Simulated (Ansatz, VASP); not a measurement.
# SnTe in two plane-wave programs, part 2 of 2

Wanted: the spread between two codes on one cell, functional and k mesh. The structure shown is the end of the Ansatz relaxation below.

VASP 6.6.1 and Ansatz 0.2.0.

So far. Step 3 (VASP: single point, PBEsol, pair 1): The run ends at a pressure of 1.65 GPa.

## Step 6: VASP: single point, PBEsol, pair 2

Level of this step: PBEsol; plane waves and PAW (Sn_d, Te) (VASP).

The same cell, functional, mesh and smearing now go to VASP, with its own data sets.

Contents of INCAR:

```
SYSTEM = SnTe
PREC = Accurate
ENCUT = 500
EDIFF = 1E-06
NELM = 120
ISMEAR = 0
SIGMA = 0.01
LREAL = .FALSE.
ALGO = Normal
GGA = PS
NBANDS = 16
LORBIT = 11
LWAVE = .FALSE.
LCHARG = .FALSE.
ISIF = 2
LASPH = .TRUE.
GGA_COMPAT = .FALSE.
EFERMI = MIDGAP
KPAR = 2
```

Contents of POSCAR:

```
SnTe
1.0
    0.0000000000      3.1458586035      3.0183658086
    3.1458586035      0.0000000000      3.0183658086
    3.1458586035      3.1458586035      0.0000000000
Sn Te
1 1
Direct
    0.0000000000      0.0000000000      0.0000000000
    0.5000000000      0.5000000000      0.5000000000
```

Contents of KPOINTS:

```
Automatic mesh
0
Gamma
12 12 12
0 0 0
```

Potentials, in the order of the species: Sn_d and Te (PBE family, release 64).

Started as:

```
$ mpirun -np 2 vasp_std
```

Numbers of over 12 decimals in the logs are rounded to 6 here.

The program printed:

```text
[banner, memory and clock lines left out]
running    2 mpi-ranks, on    1 nodes
[...]
[... a notice as in an earlier step ...]

 LDA part: xc-table for (Slater+PW92), standard interpolation
 POSCAR, INCAR and KPOINTS ok, starting setup
[...]
entering main loop
       N       E                     dE             d eps       ncg     rms          rms(c)
DAV:   1     0.120130083893E+03    0.12013E+03   -0.95384E+03  5240   0.142E+03
DAV:   2     0.132031929832E+01   -0.11881E+03   -0.11628E+03  5656   0.342E+02
DAV:   3    -0.808471935467E+01   -0.94050E+01   -0.93473E+01  6680   0.857E+01
DAV:   4    -0.832587511866E+01   -0.24116E+00   -0.24111E+00  6344   0.150E+01
[...]
DAV:  10    -0.828804157627E+01    0.12665E-04   -0.52504E-05  6752   0.725E-02    0.226E-02
DAV:  11    -0.828804101919E+01    0.55709E-06   -0.15063E-05  7024   0.375E-02    0.100E-02
DAV:  12    -0.828804100366E+01    0.15529E-07   -0.11498E-06  4152   0.123E-02
   1 F= -.82880410E+01 E0= -.82880410E+01  d E =-.677614-103
```

From OUTCAR (step 6):

```text
  Total       -0.0064990     -0.0064990      2.6185121      0.0000000      0.0000000      0.0000000
  in kB       -0.1742914     -0.1742914     70.2238922      0.0000000      0.0000000      0.0000000
  external PRESSURE =      23.2917698 kB  Pullay stress =       0.0000000 kB

 POSITION                                       TOTAL-FORCE (eV/Angst)
 -----------------------------------------------------------------------------------
      0.00000      0.00000      0.00000         0.000000     -0.000000     -0.000000
      3.14586      3.14586      3.01837        -0.000000      0.000000      0.000000
 -----------------------------------------------------------------------------------
    total drift:                                0.000000     -0.000000     -0.000000

  FREE ENERGIE OF THE ION-ELECTRON SYSTEM (eV)
  ---------------------------------------------------
  free  energy   TOTEN  =        -8.2880410037 eV

  energy  without entropy=       -8.2880410037  energy(sigma->0) =       -8.28804100

[... 1 part as in an earlier step ...]

[... 2 further parts left out ...]
[key lines of the parts left out:]
E-fermi :   7.4011
```

The run ends at a pressure of 2.33 GPa.

## Step 7: Side by side

What differs besides the data sets and the points named for the pairs above, as far as they apply: the data sets hold 30 valence electrons in Ansatz (on its PAW soft_1 files) and 20 in VASP. Total energies have different zeros and are not compared.

Compared:

```csv
quantity,Ansatz,VASP,difference
pressure (GPa),2.33,2.33,0.00
gap on the k mesh (eV),0.302,0.302,0.000
```

A gap on the mesh is an upper bound, since the band edges may lie between its points.

## Step 8: Ansatz: relaxation, PBEsol

This run makes the geometry at which the two programs are then compared. The cell compared in this pair holds 60.97 Å³, against 59.74 Å³ for the pair before.

The structure compared here is the end of the Ansatz relaxation.

Contents of input.yaml:

```yaml
crystal:
  lattice:
    - [0.0, 3.1447830188, 3.0812484296]
    - [3.1447830188, 0.0, 3.0812484296]
    - [3.1447830188, 3.1447830188, 0.0]
  atoms:
    - { symbol: Sn, position: [0.0, 0.0, 0.0] }
    - { symbol: Te, position: [0.5, 0.5, 0.5] }
  conventional_axes: [[-1, 1, 1], [1, -1, 1], [1, 1, -1]]
kpoints:
  mp_grid: { grid: [12, 12, 12] }
hamiltonian:
  xc: pbesol
  pseudopotentials: { kind: paw, azcp: { folder: soft_1 }, xc_functional: pbe }
scf:
  occupations: { method: gaussian, width: 0.01 }
output:
  forces: true
  stress: true
  eigenvalues: true
relax:
  adjacent_minimum: "off"
  f_tol: 0.001
  max_steps: 60
  cell: { stress_tol: 0.01, fix: [c, angles] }
```

Started as:

```
$ ansatz run input.yaml --threads 4 --pin off --max-ram 10240MiB --backend cpu --events-out ev --progress --plain --runs-dir out
```

The program printed:

```text
[...]
Crystal: 2 atoms, lattice volume = 60.945 Å³
Basis set: ecut = 420 eV, 1235 PW (Γ), exchange–correlation on 60×60×60 points (8 copies of the dense FFT grid, shifted against one another)
Bands: 19, of which v1, the nominal top of the filled ones, is band 15 counted from 1 (14 counted from 0)
Symmetry: 16 space group operations
[...]
k-points: 163 of 1728
[...]
k-point 162: bands = [... 11 lower, 3.3482, 4.1356, 6.0393, 6.0393, 11.9131, 14.9322, 14.9322, 16.7302]
--- Relaxed structure (2 steps of the walk, 2 accepted, 1 SCFs on fresh bases) ---
[...]
cell:  # Å, volume = 60.9664 Å³
    - [0.0, 3.145335, 3.0812484296]
    - [3.145335, 0.0, 3.0812484296]
    - [3.145335, 3.145335, 0.0]
  atoms:
    - { symbol: Sn, position: [0, 0, 0] }
    - { symbol: Te, position: [0.5, 0.5, 0.500000] }
[key lines of the parts left out:]
SCF converged after 9 iterations
Free energy (F): -12851.996145 eV
Fermi energy:    9.987236 eV
P = ⅓ Tr σ = 1.0306 GPa (10.306 kbar)
```

## Step 9: VASP: single point, PBEsol, pair 3

The same cell, functional, mesh and smearing now go to VASP, with its own data sets.

INCAR is that of step 6.

Contents of POSCAR:

```
SnTe
1.0
    0.0000000000      3.1453352625      3.0812484296
    3.1453352625      0.0000000000      3.0812484296
    3.1453352625      3.1453352625      0.0000000000
Sn Te
1 1
Direct
    0.0000000000      0.0000000000      0.0000000000
    0.5000000000      0.5000000000      0.5000000000
```

KPOINTS is that of step 6.

Started as:

```
$ mpirun -np 2 vasp_std
```

The program printed:

```text
[... set-up lines as in an earlier step ...]
 entering main loop
       N       E                     dE             d eps       ncg     rms          rms(c)
DAV:   1     0.121840186107E+03    0.12184E+03   -0.95062E+03  5264   0.141E+03
DAV:   2     0.157127640587E+01   -0.12027E+03   -0.11773E+03  5816   0.347E+02
DAV:   3    -0.811283340900E+01   -0.96841E+01   -0.96563E+01  6680   0.866E+01
DAV:   4    -0.836736552903E+01   -0.25453E+00   -0.25449E+00  6392   0.153E+01
[...]
DAV:  10    -0.832721050959E+01    0.15050E-04   -0.58193E-05  6848   0.742E-02    0.202E-02
DAV:  11    -0.832721003070E+01    0.47889E-06   -0.21260E-05  7056   0.413E-02    0.181E-02
DAV:  12    -0.832720990448E+01    0.12622E-06   -0.16942E-06  5240   0.122E-02
   1 F= -.83272099E+01 E0= -.83272099E+01  d E =-.991715E-71
```

OUTCAR, selected parts (step 9):

```text
  Total       -0.0080937     -0.0080937      1.1807000      0.0000000      0.0000000      0.0000000
  in kB       -0.2127007     -0.2127007     31.0284124      0.0000000      0.0000000      0.0000000
  external PRESSURE =      10.2010037 kB  Pullay stress =       0.0000000 kB

 POSITION                                       TOTAL-FORCE (eV/Angst)
 -----------------------------------------------------------------------------------
      0.00000      0.00000      0.00000         0.000000      0.000000     -0.000000
      3.14534      3.14534      3.08125        -0.000000     -0.000000      0.000000
 -----------------------------------------------------------------------------------
    total drift:                                0.000000     -0.000000     -0.000000

  FREE ENERGIE OF THE ION-ELECTRON SYSTEM (eV)
  ---------------------------------------------------
  free  energy   TOTEN  =        -8.3272099045 eV

  energy  without entropy=       -8.3272099045  energy(sigma->0) =       -8.32720990

[... 1 part as in an earlier step ...]

[... 2 further parts left out ...]
[key lines of the parts left out:]
E-fermi :   7.1717
```

The run ends at a pressure of 1.02 GPa.

## Step 10: Side by side

What differs besides the data sets and the points named for the pairs above, as far as they apply: the data sets hold 30 valence electrons in Ansatz (on its PAW soft_1 files) and 20 in VASP. Total energies have different zeros and are not compared.

The two programs side by side:

```csv
quantity,Ansatz,VASP,difference
pressure (GPa),1.03,1.02,+0.01
gap on the k mesh (eV),0.246,0.247,-0.001
```

A gap on the mesh is an upper bound, since the band edges may lie between its points.

## Step 11: What came out

| Quantity | Value |
| --- | --- |
| difference in gap on the k mesh (single point, PBEsol, pair 1) | 5.2e-4 eV |
| difference in gap on the k mesh (single point, PBEsol, pair 2) | 2.0e-5 eV |
| difference in gap on the k mesh (single point, PBEsol, pair 3) | -9.4e-4 eV |

In words: The difference in gap on the k mesh is -9.4e-4 eV (single point, PBEsol, pair 3), within the 0.08 eV picked in this series as the mark of a large difference. The data sets hold unlike numbers of valence electrons (30 in Ansatz and 20 in VASP), so part of the differences comes from the potentials. 5 further runs of this series are not shown here. Such differences can come from data sets, numerical settings and the points named under the comparisons, not from the functional's error against experiment.

[Lines on the potential files, build, host, timing and source positions are cut from VASP's logs without a mark.]

[Logs are printed without paths, hosts, clocks, repeated set-up lines and the standing remarks that a program may print on its own settings, such as how far it seeks lower states.]

[Hosts, paths, dates, database ids (printed as entryN), source tags and the programs' standing remarks are cut or masked in the printed files.]
